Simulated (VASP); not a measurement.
# Sn2C (P-3m1) in VASP: density of states with PBE

Aim: the density of states of Sn2C with PBE.

Everything below comes from runs of VASP 6.6.1. Logs are shortened: lines on timing, memory, paths and dates and some standing lists are left out, and cuts for length are marked.

### Step 1. The structure

It takes space group P-3m1 (No. 164, trigonal). The conventional cell has a = 3.506 Å, b = 3.506 Å, c = 11.747 Å, α = 90.00°, β = 90.00°, γ = 120.00°. Sn (site symmetry 3m) is surrounded by 3 C at 2.32 Å. Sn (site symmetry 3m) is surrounded by 12 Sn at 3.33 to 3.51 Å. C (site symmetry 3m) has 1 C at 1.39 Å as nearest neighbours.

The cell was built by a generator and needn't be a form met in nature.

### Step 2. Density of states, PBE

Input file POSCAR:

```
Sn2C
1.0
    3.5059120000      0.0000000000      0.0000000000
   -1.7529560000      3.0362090000      0.0000000000
    0.0000000000      0.0000000000     11.7468600000
Sn C
4 2
Direct
    0.3333330000      0.6666670000      0.1559750000
    0.6666670000      0.3333330000      0.8440250000
    0.6666670000      0.3333330000      0.3814030000
    0.3333330000      0.6666670000      0.6185970000
    0.0000000000      0.0000000000      0.0589650000
    0.0000000000      0.0000000000      0.9410350000
```

Input file INCAR.step1:

```
ALGO = Fast
EDIFF = 1E-6
ENCUT = 520
GGA = PE
ISIF = 2
ISMEAR = 0
KPAR = 4
LASPH = True
LCHARG = True
LREAL = False
LWAVE = False
NBANDS = 41
NELM = 100
PREC = Accurate
SIGMA = 0.1
```

Input file KPOINTS.step1:

```
k-points
0
Gamma
  10 10 4
```

Input file INCAR.step2:

```
ALGO = Fast
EDIFF = 1E-6
ENCUT = 520
GGA = PE
ICHARG = 11
ISIF = 2
ISMEAR = -5
KPAR = 4
LASPH = True
LCHARG = False
LORBIT = 11
LREAL = False
LWAVE = False
NBANDS = 41
NEDOS = 1001
NELM = 100
PREC = Accurate
SIGMA = 0.1
```

Input file KPOINTS.step2:

```
k-points
0
Gamma
  15 15 6
```

Potentials or basis: VASP PAW PBE potentials, release 64 (Sn_d, C).

Command:

```console
> cat potpaw_PBE.64/Sn_d/POTCAR potpaw_PBE.64/C/POTCAR > POTCAR
> cp INCAR.step1 INCAR
> cp KPOINTS.step1 KPOINTS
> mpirun -np 4 vasp_std > vasp.out
> cp INCAR.step2 INCAR
> cp KPOINTS.step2 KPOINTS
> mpirun -np 4 vasp_std > vasp.out
```

OUTCAR:

```text
EDIFF = 1E-6
   ENCUT = 520
   GGA = PE
   ICHARG = 11
   ISIF = 2
   ISMEAR = -5
   LASPH = True
   LORBIT = 11
   LREAL = False
   NELM = 100
   PREC = Accurate

 ion  position               nearest neighbor table
   1  0.333  0.667  0.156-   5 2.32   5 2.32   5 2.32   3 3.33   3 3.33   3 3.33
   2  0.667  0.333  0.844-   6 2.32   6 2.32   6 2.32   4 3.33   4 3.33   4 3.33
   3  0.667  0.333  0.381-   1 3.33   1 3.33   1 3.33   4 3.44   4 3.44   4 3.44
   4  0.333  0.667  0.619-   2 3.33   2 3.33   2 3.33   3 3.44   3 3.44   3 3.44
   5  0.000  0.000  0.059-   6 1.39   1 2.32   1 2.32   1 2.32
   6  0.000  0.000  0.941-   5 1.39   2 2.32   2 2.32   2 2.32

  LATTYP: Found a hexagonal cell.
 ALAT       =     3.5059120000
 C/A-ratio  =     3.3505860957

  Lattice vectors:

 A1 = (   3.5059120000,   0.0000000000,   0.0000000000)
 A2 = (  -1.7529560000,   3.0362090000,   0.0000000000)
 A3 = (   0.0000000000,   0.0000000000,  11.7468600000)

Analysis of symmetry for initial positions (statically):
=====================================================================
 Subroutine PRICEL returns:
 Original cell was already a primitive cell.

 Routine SETGRP: Setting up the symmetry group for a
 hexagonal supercell.

 Subroutine GETGRP returns: Found 12 space group operations
 (whereof 12 operations were pure point group operations)
 out of a pool of 24 trial point group operations.

The static configuration has the point symmetry D_3d.

Analysis of symmetry for dynamics (positions and initial velocities):
=====================================================================
 Subroutine PRICEL returns:
 Original cell was already a primitive cell.

 Routine SETGRP: Setting up the symmetry group for a
 hexagonal supercell.

 Subroutine GETGRP returns: Found 12 space group operations
 (whereof 12 operations were pure point group operations)
 out of a pool of 24 trial point group operations.

The dynamic configuration has the point symmetry D_3d.

 Subroutine INISYM returns: Found 12 space group operations
 (whereof 12 operations are pure point group operations),
 and found     1 'primitive' translations

----------------------------------------------------------------------------------------

                                     Primitive cell

  volume of cell :     125.0416

  direct lattice vectors                    reciprocal lattice vectors
     3.505912000  0.000000000  0.000000000     0.285232487  0.164679045  0.000000000
[... 106 lines left out ...]
   PSTRESS=    0.0 pullay stress
   NELECT =      64.0000    total number of electrons
   NUPDOWN=      -1.0000    fix difference up-down
   EMIN   =  10.00;   EMAX   =-10.00  energy-range for DOS
   EFERMI =   0.00;   METHOD = LEGACY
   ISMEAR =    -5;   SIGMA  =   0.10  broadening in eV -4-tet -1-fermi 0-gaus
   EFERMI_NEDOS =   21; number of points for ismear=-14 and -15
   IALGO  =     68    algorithm
   IMIX   =      4    mixing-type and parameters
     AMIX     =   0.40;   BMIX     =  1.00
     AMIX_MAG =   1.60;   BMIX_MAG =  1.00
  volume/ion in A,a.u.               =      20.84       140.64
  Fermi-wavevector in a.u.,A,eV,Ry     =   1.309534  2.474660 23.332337  1.714878
  Thomas-Fermi vector in A             =   2.440126
   LORBIT       =     11    0 simple, 1 ext, 2 COOP (PROOUT), +10 PAW based schemes
   GGA     = PE    functional components
   LHFCALC =     F    Hartree Fock is set to
   AEXX    =    0.0000 exact exchange contribution
   IVDW    =     0    specifies the selected vdW correction
   LEPSILON=     F    determine dielectric tensor
   LRPA    =     F    only Hartree local field effects (RPA)
 non-spin polarized calculation
 RMM-DIIS sequential band-by-band and
 Fermi weights with tetrahedron method with Bloechl corrections
  energy-cutoff  :      520.00
  volume of cell :      125.04
 maximum number of plane-waves:      3428
 NGX is ok and might be reduce to    28

 number of electron      63.9999992 magnetization

 Free energy of the ion-electron system (eV)
  ---------------------------------------------------
  ext. energy  EPLUGINS =         0.00000000
  ---------------------------------------------------
  free energy    TOTEN  =       -30.25937870 eV

  energy without entropy =      -30.25937870  energy(sigma->0) =      -30.25937870

 E-fermi :   7.8076     XC(G=0): -10.4183

 val. band max:        7.8576979101   @ k =   0.3333   0.3333   0.3333
 cond. band min:       7.6594825984   @ k =  -0.2000   0.4667   0.3333
 fundamental gap:     -0.1982153117
 Fermi energy:         7.8076377070

 k-point     1 :       0.0000    0.0000    0.0000
  band No.  band energies     occupation
      1     -13.8138      2.00000
      2     -13.8138      2.00000
      3     -13.8104      2.00000
      4     -13.8104      2.00000
      5     -13.7894      2.00000
      6     -13.7850      2.00000
[... 1045 lines left out ...]
     40      12.0543      0.00000
     41      13.2515      0.00000

 [... further k-points ...]
[... 5 lines left out ...]
  --------------------------------------------------------------------------------------
  -------------------------------------------------------------------------------------
  Total       -0.0064817     -0.0064817      0.2638170      0.0000000      0.0000000      0.0000000
  in kB       -0.0830516     -0.0830516      3.3803281      0.0000000      0.0000000      0.0000000
  external PRESSURE =       1.0714083 kB  Pullay stress =       0.0000000 kB

 VOLUME and BASIS-vectors are now :
 -----------------------------------------------------------------------------
  energy-cutoff  :      520.00
  volume of cell :      125.04
      direct lattice vectors                 reciprocal lattice vectors
     3.505912000  0.000000000  0.000000000     0.285232487  0.164679045  0.000000000
    -1.752956000  3.036209000  0.000000000     0.000000000  0.329358091  0.000000000
     0.000000000  0.000000000 11.746860000     0.000000000  0.000000000  0.085129132

 POSITION                                       TOTAL-FORCE (eV/Angst)
 -----------------------------------------------------------------------------------
     -0.00000      2.02414      1.83222         0.000000     -0.000000      0.026939
      1.75296      1.01207      9.91464        -0.000000      0.000000     -0.026939
      1.75296      1.01207      4.48029        -0.000000     -0.000000      0.049020
     -0.00000      2.02414      7.26657         0.000000      0.000000     -0.049020
      0.00000      0.00000      0.69265        -0.000000      0.000000     -0.066943
      0.00000      0.00000     11.05421        -0.000000      0.000000      0.066943
 -----------------------------------------------------------------------------------
    total drift:                                0.000000      0.000000     -0.000000

  FREE ENERGIE OF THE ION-ELECTRON SYSTEM (eV)
  ---------------------------------------------------
  free  energy   TOTEN  =       -30.2593787031 eV

  energy  without entropy=      -30.2593787031  energy(sigma->0) =      -30.25937870

 total charge

# of ion       s       p       d       tot
------------------------------------------
    1        1.200   1.028  10.038  12.267
    2        1.200   1.028  10.038  12.267
    3        1.309   0.847   9.965  12.121
    4        1.309   0.847   9.965  12.121
    5        0.879   1.524   0.000   2.403
    6        0.879   1.524   0.000   2.403
--------------------------------------------------
tot          6.778   6.798  40.007  53.582
```

OSZICAR.step1:

```text
N       E                     dE             d eps       ncg     rms          rms(c)
DAV:   1     0.660519782557E+03    0.66052E+03   -0.30948E+04  4300   0.239E+03
DAV:   2     0.699342413971E+02   -0.59059E+03   -0.57168E+03  4100   0.612E+02
DAV:   3    -0.272510876924E+02   -0.97185E+02   -0.94100E+02  4698   0.206E+02
DAV:   4    -0.336706089945E+02   -0.64195E+01   -0.62877E+01  4984   0.531E+01
DAV:   5    -0.339041258097E+02   -0.23352E+00   -0.23315E+00  5187   0.100E+01    0.103E+01
RMM:   6    -0.318335658348E+02    0.20706E+01   -0.68863E+00  5198   0.911E+00    0.558E+00
RMM:   7    -0.303173452919E+02    0.15162E+01   -0.83468E-01  5178   0.477E+00    0.280E+00
RMM:   8    -0.302872293427E+02    0.30116E-01   -0.21873E-01  5260   0.205E+00    0.133E+00
RMM:   9    -0.302881609716E+02   -0.93163E-03   -0.70329E-02  6271   0.125E+00    0.237E-01
RMM:  10    -0.302887365787E+02   -0.57561E-03   -0.11439E-02  6268   0.521E-01    0.108E-01
RMM:  11    -0.302888850957E+02   -0.14852E-03   -0.15981E-03  6557   0.207E-01    0.428E-02
RMM:  12    -0.302889373803E+02   -0.52285E-04   -0.37998E-04  5916   0.988E-02    0.225E-02
RMM:  13    -0.302889452130E+02   -0.78327E-05   -0.11758E-04  6768   0.485E-02    0.123E-02
RMM:  14    -0.302889459624E+02   -0.74942E-06   -0.12858E-05  4580   0.186E-02    0.864E-03
RMM:  15    -0.302889462065E+02   -0.24416E-06   -0.34538E-06  4078   0.114E-02
   1 F= -.30288946E+02 E0= -.30283220E+02  d E =-.114517E-01
```

Wall time 3.8 min (4 MPI ranks of Intel Xeon Platinum 8259CL at 2.50GHz (Skylake/Cascade Lake), shared host); peak memory 0.63 GiB.

What came out:

- Valence electrons inside the program's atomic spheres: Sn 12.27, 12.12; C 2.40

Levels at points of the mesh, in eV from the Fermi level:
```
           k point  band 30  band 31  band 32  band 33  band 34  band 35
(0.00, 0.00, 0.00)     1.39     1.69     1.69     2.42     3.34     4.95
(0.00, 0.00, 0.50)     0.60     1.69     1.69     1.98     4.95     4.95
```

States per cell in windows of 0.5 eV (zero at the Fermi level; states under -8 eV left out):
```tsv
from (eV)	total	Sn3_p	Sn4_p	Sn1_p	Sn2_p	C5_p	C6_p
-8.0	0.74	0.01	0.01	0.02	0.02	0.04	0.04
-7.5	0.99	0.01	0.01	0.01	0.01	0.04	0.04
-7.0	0.90	0.01	0.01	0.02	0.02	0.03	0.03
-6.5	1.10	0.01	0.01	0.03	0.03	0.05	0.05
-6.0	0.88	0.00	0.00	0.03	0.03	0.05	0.05
-5.5	0.76	0.00	0.00	0.05	0.05	0.11	0.11
-5.0	1.24	0.02	0.02	0.08	0.08	0.15	0.15
-4.5	1.60	0.04	0.04	0.09	0.09	0.17	0.17
-4.0	1.45	0.05	0.05	0.08	0.08	0.17	0.17
-3.5	0.96	0.04	0.04	0.04	0.04	0.12	0.12
-3.0	1.19	0.11	0.11	0.07	0.07	0.06	0.06
-2.5	1.09	0.11	0.11	0.06	0.06	0.05	0.05
-2.0	1.27	0.11	0.11	0.08	0.08	0.06	0.06
-1.5	0.94	0.08	0.08	0.07	0.07	0.04	0.04
-1.0	1.07	0.10	0.10	0.08	0.08	0.05	0.05
-0.5	1.40	0.12	0.12	0.11	0.11	0.08	0.08
0.0	1.31	0.11	0.11	0.10	0.10	0.07	0.07
0.5	1.24	0.12	0.12	0.07	0.07	0.07	0.07
1.0	1.43	0.15	0.15	0.07	0.07	0.08	0.08
1.5	1.37	0.16	0.16	0.06	0.06	0.07	0.07
2.0	1.38	0.18	0.18	0.05	0.05	0.05	0.05
2.5	1.46	0.18	0.18	0.06	0.06	0.05	0.05
3.0	1.50	0.15	0.15	0.09	0.09	0.05	0.05
3.5	1.63	0.17	0.17	0.11	0.11	0.06	0.06
4.0	1.71	0.15	0.15	0.13	0.13	0.08	0.08
4.5	1.26	0.11	0.11	0.12	0.12	0.05	0.05
5.0	1.44	0.11	0.11	0.15	0.15	0.06	0.06
5.5	1.56	0.09	0.09	0.16	0.16	0.08	0.08
6.0	0.66	0.05	0.05	0.08	0.08	0.03	0.03
6.5	0.04	0.00	0.00	0.01	0.01	0.00	0.00
7.0	0.00	0.00	0.00	0.00	0.00	0.00	0.00
7.5	0.00	0.00	0.00	0.00	0.00	0.00	0.00
```

Caveat: tetrahedron occupations give inexact forces and stress in metals.
